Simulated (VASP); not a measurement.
```xyz
3
Lattice="1.7537 -3.0375 0.0000 1.7537 3.0375 0.0000 0.0000 0.0000 6.4097" Properties=species:S:1:pos:R:3 pbc="T T T"
Pt     0.0000     0.0000     0.0000
S      1.7537     1.0125     1.2046
S      1.7537    -1.0125     5.2051
```

Level of theory: PW91 GGA, VASP's PBE PAW potentials (set 64) (plane waves; VASP). Settings: 520 eV cut-off, 7×7×4 Γ-centred mesh, Gaussian smearing of 0.050 eV, potentials Pt S.

Without a dispersion term in the relaxation, distances and binding between the weakly bound layers, chains or molecules are unreliable, and so is what depends on them.

Problem. The ions and cell shape at fixed volume are relaxed. Which structure does the run end with?

Solution. 
```xyz
3
Lattice="1.7891 -3.0988 0.0000 1.7891 3.0988 0.0000 0.0000 0.0000 6.1587" Properties=species:S:1:pos:R:3 pbc="T T T"
Pt     0.0000     0.0000     0.0000
S      1.7891     1.0329     1.2302
S      1.7891    -1.0329     4.9285
```
Space group P-3m1 (164), at a tolerance of 0.03 Å.

Problem. How much energy does the relaxation gain?

Solution. The energy (σ→0) changes by -29.8 meV/atom, in 6 ionic steps.

The compound is PtS2 in the 1T layered structure. This cell is one point of a volume scan, at 0.94 of the reference volume. Symmetry was kept, so distortions that lower it aren't found.
